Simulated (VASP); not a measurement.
Input:

```
Y
1.0
    0.00000     2.48332     2.48332
    2.48332     0.00000     2.48332
    2.48332     2.48332     0.00000
Y
1
Direct
  0.00000   0.00000   0.00000
```

Computed with PBEsol GGA, VASP's PBE PAW potentials (set 64) (plane waves; VASP). Numerical set-up: 400 eV cut-off, 14×14×14 Γ-centred mesh, tetrahedra with Blöchl corrections, potentials Y_sv.

Q: What does the run give for the energy per atom (σ→0), band gap (on the k-mesh) with the smallest direct gap where there is one?

A: 
```json
{
 "band gap (on the k-mesh)": "none (metal, semimetal or under 0.01 eV)",
 "energy per atom (σ→0)": "-6.802 eV/atom"
}
```

Only differences to runs with the same potentials and settings are physical.

The structure was generated: Y was put into the fcc type (Fm-3m), which need not be its known phase. It was relaxed first, which changed the volume by -7 %.
